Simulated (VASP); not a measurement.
Calculation: MS2 meta-GGA, VASP's PBE PAW potentials (set 64) (plane waves; VASP).

The input files of a VASP run:

### POSCAR
```
ZnSe
1
    0.0000000000     2.8350000000     2.8350000000
    2.8350000000     0.0000000000     2.8350000000
    2.8350000000     2.8350000000     0.0000000000
Zn Se
1 1
Direct
  0.0000000000   0.0000000000   0.0000000000
  0.2500000000   0.2500000000   0.2500000000
```

KPOINTS:
```
Automatic mesh
0
Gamma
7 7 7
0 0 0
```

**INCAR**
```
SYSTEM = ZnSe
PREC = Accurate
ENCUT = 520
EDIFF = 1E-6
NELM = 100
ALGO = Normal
LREAL = .FALSE.
LASPH = .TRUE.
ISMEAR = 0
SIGMA = 0.05
METAGGA = MS2
LMIXTAU = .TRUE.
LMAXMIX = 4
LWAVE = .FALSE.
LCHARG = .FALSE.
IBRION = 2
ISIF = 3
NSW = 60
EDIFFG = -0.01
```

POTCAR, in this order: Zn Se (PBE.64 set). Program: vasp_std.

Output of the run:

**OUTCAR**
```
 ion  position               nearest neighbor table
   1  0.000  0.000  0.000-   2 2.46   2 2.46   2 2.46   2 2.46
   2  0.250  0.250  0.250-   1 2.46   1 2.46   1 2.46   1 2.46
  LATTYP: Found a face centered cubic cell.
 ALAT       =     5.6700000000
 Subroutine PRICEL returns:
 Original cell was already a primitive cell.
 Subroutine GETGRP returns: Found 24 space group operations
The static configuration has the point symmetry T_d .
The dynamic configuration has the point symmetry T_d .
 Subroutine INISYM returns: Found 24 space group operations
 Subroutine IBZKPT returns following result:
 Found     20 irreducible k-points:

 Following reciprocal coordinates:
            Coordinates               Weight
  0.000000  0.000000  0.000000      1.000000
  0.142857  0.000000  0.000000      8.000000
  0.285714  0.000000  0.000000      8.000000
  0.428571  0.000000  0.000000      8.000000
  0.142857  0.142857  0.000000      6.000000
  0.285714  0.142857  0.000000     24.000000
  0.428571  0.142857  0.000000     24.000000
 -0.428571  0.142857  0.000000     24.000000
 -0.285714  0.142857  0.000000     24.000000
...
```

**OSZICAR**
```
       N       E                     dE             d eps       ncg     rms          rms(c)
DAV:   1     0.689821848134E+02    0.68982E+02   -0.85394E+03   520   0.148E+03
DAV:   2    -0.118185378050E+02   -0.80801E+02   -0.76994E+02   545   0.257E+02
DAV:   3    -0.166465818153E+02   -0.48280E+01   -0.48032E+01   660   0.648E+01
DAV:   4    -0.166865506863E+02   -0.39969E-01   -0.39962E-01   565   0.644E+00
DAV:   5    -0.166867224752E+02   -0.17179E-03   -0.17179E-03   625   0.417E-01    0.629E+00
DAV:   6    -0.826828481868E+01    0.84184E+01   -0.70483E+00   520   0.822E+01    0.521E+00
DAV:   7    -0.840626739339E+01   -0.13798E+00   -0.11755E+00   530   0.197E+01    0.265E+00
DAV:   8    -0.839858500728E+01    0.76824E-02   -0.43307E-01   520   0.131E+01    0.907E-01
DAV:   9    -0.861642771352E+01   -0.21784E+00   -0.32743E-01   520   0.723E+00    0.338E-01
DAV:  10    -0.845005900952E+01    0.16637E+00   -0.21139E-01   520   0.520E+00    0.109E-01
DAV:  11    -0.845119416714E+01   -0.11352E-02   -0.12808E-02   545   0.126E+00    0.845E-02
DAV:  12    -0.845181911690E+01   -0.62495E-03   -0.34050E-04   590   0.189E-01    0.930E-02
DAV:  13    -0.845275317625E+01   -0.93406E-03   -0.69387E-04   520   0.393E-01    0.500E-02
DAV:  14    -0.845284229888E+01   -0.89123E-04   -0.35336E-04   570   0.268E-01    0.347E-02
DAV:  15    -0.845316043114E+01   -0.31813E-03   -0.12093E-04   525   0.168E-01    0.256E-02
DAV:  16    -0.845319782279E+01   -0.37392E-04   -0.54020E-05   520   0.911E-02    0.737E-03
DAV:  17    -0.845319778180E+01    0.40988E-07   -0.59340E-07   435   0.851E-03
   1 F= -.84531978E+01 E0= -.84531978E+01  d E =-.845320E+01
       N       E                     dE             d eps       ncg     rms          rms(c)
DAV:   1    -0.847389893345E+01   -0.20701E-01   -0.29288E-01   615   0.121E+01    0.106E+00
DAV:   2    -0.845906204058E+01    0.14837E-01   -0.61768E-02   605   0.820E+00    0.394E-01
DAV:   3    -0.845615352115E+01    0.29085E-02   -0.22438E-03   525   0.448E-01    0.189E-01
DAV:   4    -0.845524831420E+01    0.90521E-03   -0.74351E-04   545   0.292E-01    0.808E-02
DAV:   5    -0.845454339887E+01    0.70492E-03   -0.59859E-04   520   0.429E-01    0.183E-02
DAV:   6    -0.845493934220E+01   -0.39594E-03   -0.62492E-04   520   0.366E-01    0.854E-03
DAV:   7    -0.845500700060E+01   -0.67658E-04   -0.69823E-05   520   0.113E-01    0.437E-03
DAV:   8    -0.845500947631E+01   -0.24757E-05   -0.76616E-06   520   0.433E-02    0.823E-04
DAV:   9    -0.845501469360E+01   -0.52173E-05   -0.37889E-06   550   0.292E-02    0.679E-04
DAV:  10    -0.845501380617E+01    0.88743E-06   -0.26304E-07   280   0.961E-03
   2 F= -.84550138E+01 E0= -.84550138E+01  d E =-.181602E-02
```

OUTCAR:
```
------------------------ aborting loop because EDIFF is reached ----------------------------------------
  FORCE on cell =-STRESS in cart. coord.  units (eV):
  Direction    XX          YY          ZZ          XY          YZ          ZX
  --------------------------------------------------------------------------------------
  Total        0.0026912      0.0026912      0.0026912      0.0000000     -0.0000000      0.0000000
  in kB        0.0956773      0.0956773      0.0956773      0.0000000     -0.0000000      0.0000000
  external PRESSURE =       0.0956773 kB  Pullay stress =       0.0000000 kB
  volume of cell :       45.07
      direct lattice vectors                 reciprocal lattice vectors
     0.000000000  2.824500163  2.824500163    -0.177022472  0.177022472  0.177022472
     2.824500163  0.000000000  2.824500163     0.177022472 -0.177022472  0.177022472
     2.824500163  2.824500163 -0.000000000     0.177022472  0.177022472 -0.177022472
  FREE ENERGIE OF THE ION-ELECTRON SYSTEM (eV)
  ---------------------------------------------------
  free  energy   TOTEN  =        -8.4550138062 eV

  energy  without entropy=       -8.4550138062  energy(sigma->0) =       -8.45501381

 reached required accuracy - stopping structural energy minimisation
```
(Selected blocks of OUTCAR.)

**CONTCAR**
```
ZnSe
   1.00000000000000
     0.0000000000000000    2.8245001632394411    2.8245001632394411
     2.8245001632394411    0.0000000000000000    2.8245001632394411
     2.8245001632394411    2.8245001632394411   -0.0000000000000000
  Zn              Se
     1     1
Direct
     1.0000000000000000    0.0000000000000000    0.0000000000000000
     0.2500000000000000    0.2500000000000000    0.2500000000000000
```

### OUTCAR
```
 val. band max:        1.4528010251   @ k =   0.0000   0.0000   0.0000

 cond. band min:       3.1524999524   @ k =   0.0000   0.0000   0.0000


 Fermi energy:         1.7095056671

 k-point     1 :       0.0000    0.0000    0.0000
  band No.  band energies     occupation
      1     -12.1051      2.00000
      2      -5.0479      2.00000
      3      -5.0479      2.00000
      4      -5.0479      2.00000
      5      -4.6337      2.00000
      6      -4.6337      2.00000
      7       1.4528      2.00000
      8       1.4528      2.00000
      9       1.4528      2.00000
     10       3.1525      0.00000
     11       7.5469      0.00000
     12       7.5469      0.00000
     13       7.5473      0.00000

 k-point     2 :       0.1429    0.0000    0.0000
  band No.  band energies     occupation
      1     -11.9704      2.00000
      2      -5.0401      2.00000
      3      -5.0261      2.00000
      4      -5.0261      2.00000
      5      -4.6354      2.00000
      6      -4.6354      2.00000
      7      -0.0700      2.00000
      8       1.2553      2.00000
      9       1.2553      2.00000
     10       4.2249      0.00000
     11       7.4933      0.00000
     12       7.8736      0.00000
     13       7.8739      0.00000

 k-point     3 :       0.2857    0.0000    0.0000
  band No.  band energies     occupation
      1     -11.6384      2.00000
      2      -4.9822      2.00000
      3      -4.9822      2.00000
      4      -4.9552      2.00000
      5      -4.6316      2.00000
      6      -4.6316      2.00000
      7      -2.0487      2.00000
      8       0.8688      2.00000
      9       0.8688      2.00000
     10       4.5424      0.00000
     11       8.2277      0.00000
     12       8.2280      0.00000
     13       8.7026      0.00000

 k-point     4 :       0.4286    0.0000    0.0000
  band No.  band energies     occupation
      1     -11.3345      2.00000
      2      -4.9547      2.00000
      3      -4.9546      2.00000
...
```

The compound is ZnSe in the zinc blende structure. This run relaxes it. Symmetry was kept, so distortions that lower it aren't found.
